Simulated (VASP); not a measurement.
Crystal: KBeCl3.

```
K Be Cl
1.0
     4.95425    0.00000    0.00000
     0.00000    4.95425    0.00000
     0.00000    0.00000    4.95425
K Be Cl
1 1 3
Direct
  0.00000 0.00000 0.00000
  0.50000 0.50000 0.50000
  0.50000 0.00000 0.00000
  0.00000 0.50000 0.00000
  0.00000 0.00000 0.50000
```

The cell was built by a generator and needn't be a form met in nature.

The cell isn't the ideal one: species swapped into the Lu3PbC type (Pm-3m, No. 221).

* Program: VASP 6.6.1
* Task: relaxation of cell and atoms
* Functional: PBE
* Potentials or basis: VASP PAW PBE potentials, release 64 (K_sv, Be, Cl)
* Cutoff: 600 eV
* k mesh: 4 × 4 × 4
* Occupations: gaussian, width 0.1 eV
* Spin: no spin polarisation

At the start: pressure 12.2 GPa; volume 24.32 Å³/atom.

Q: Where does the relaxation end?

A: Over 5 steps the energy falls by 314.8 meV/atom and the volume is 37.73 Å³/atom (+55.1 %); space group Pm-3m (No. 221, to 0.05 Å).

The path:
```tsv
step	energy change (eV)	largest force (eV/Å)	pressure (GPa)	volume (Å³)
1	0.0000	0.0000	12.19	121.60
2	-1.3919	0.0000	2.44	157.15
3	-1.5332	0.0000	0.96	170.99
4	-1.5471	0.0000	-0.54	201.08
5	-1.5739	0.0000	-0.08	188.65
```

Final structure:
```
K Be Cl
1.0
     5.73525    0.00000    0.00000
     0.00000    5.73525    0.00000
     0.00000    0.00000    5.73525
K Be Cl
1 1 3
Direct
  0.00000 0.00000 0.00000
  0.50000 0.50000 0.50000
  0.50000 0.00000 0.00000
  0.00000 0.50000 0.00000
  0.00000 0.00000 0.50000
```

Caveat: the volume moved by over 15 % at a fixed basis, so the end points are rough.
